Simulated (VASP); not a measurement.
OSZICAR of a VASP run on Se (trig):

### OSZICAR
```
       N       E                     dE             d eps       ncg     rms          rms(c)
DAV:   1     0.811291029593E+02    0.81129E+02   -0.63032E+03   702   0.923E+02
DAV:   2    -0.479336710819E+01   -0.85922E+02   -0.82870E+02   942   0.167E+02
DAV:   3    -0.105396388799E+02   -0.57463E+01   -0.57155E+01   807   0.502E+01
DAV:   4    -0.105958369070E+02   -0.56198E-01   -0.56145E-01   862   0.583E+00
DAV:   5    -0.105963620749E+02   -0.52517E-03   -0.52515E-03   882   0.545E-01    0.646E+00
DAV:   6    -0.105324313833E+02    0.63931E-01   -0.41314E-02   777   0.148E+00    0.399E+00
DAV:   7    -0.105109379597E+02    0.21493E-01   -0.81061E-02   752   0.206E+00    0.200E-01
DAV:   8    -0.105103421076E+02    0.59585E-03   -0.99500E-03   722   0.707E-01    0.101E-01
DAV:   9    -0.105104820209E+02   -0.13991E-03   -0.32231E-04   937   0.137E-01    0.296E-02
DAV:  10    -0.105105217862E+02   -0.39765E-04   -0.59400E-05   762   0.589E-02    0.826E-03
DAV:  11    -0.105105256152E+02   -0.38290E-05   -0.10348E-05   827   0.218E-02    0.382E-03
DAV:  12    -0.105105253753E+02    0.23987E-06   -0.21030E-06   551   0.107E-02
   1 F= -.10510525E+02 E0= -.10510525E+02  d E =-.105105E+02
```

Which electronic solver shows in the log?

It is blocked Davidson (ALGO = Normal, or the opening steps of other solvers). The INCAR had ALGO = Normal.

Can the final energy be trusted as converged?

The calculation finished and met its thresholds. It stopped with EDIFF = 1E-6, NELM = 100, NSW = 60 and EDIFFG = -0.01 after 1 ionic step (PBE GGA, plane waves, VASP's PBE PAW potentials (set 64)). Without a dispersion term in the relaxation, distances and binding between the weakly bound layers, chains or molecules are unreliable, and so is what depends on them.

The compound is Se in the trig structure. It was relaxed first, which changed the volume by +8 %. The start is the result of an earlier pass.
